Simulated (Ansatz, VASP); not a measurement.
## CuPd in VASP and in Ansatz

```
Cu Pd
1.0
     3.00779    0.00000    0.00000
     0.00000    3.00779    0.00000
     0.00000    0.00000    3.00779
Cu Pd
1 1
Direct
  0.00000 0.00000 0.00000
  0.50000 0.50000 0.50000
```

Change from the starting cell: volume scaled by 1.02, crystal datasets.

Alike in both runs: task electric field gradients; functional PBEsol; k mesh 14 × 14 × 14; occupations fermi-dirac, width 0.05 eV; no spin polarisation.

|  | VASP | Ansatz |
| --- | --- | --- |
| version | VASP 6.6.1 | Ansatz 0.2.0 |
| potentials or method | VASP PAW PBE potentials, release 64 (Cu, Pd), cutoff 520 eV | all-electron PAW with datasets made for the crystal, scalar-relativistic |

|  | VASP | Ansatz | Ansatz less VASP |
| --- | --- | --- | --- |
| pressure (GPa) | -7.4 | -7.6 | -0.23 |
| Vzz of the field gradient on the site that differs most (V/Å²) | 0.0 | 0.0 | 0.00 |

Ansatz ran all-electron here, so the differences hold the error of VASP's frozen core and of both bases. Ansatz warned: «gradients_without_spin_orbit».

Caveats: the PAW data sets were made with another functional, which shifts forces and pressure a little (VASP).
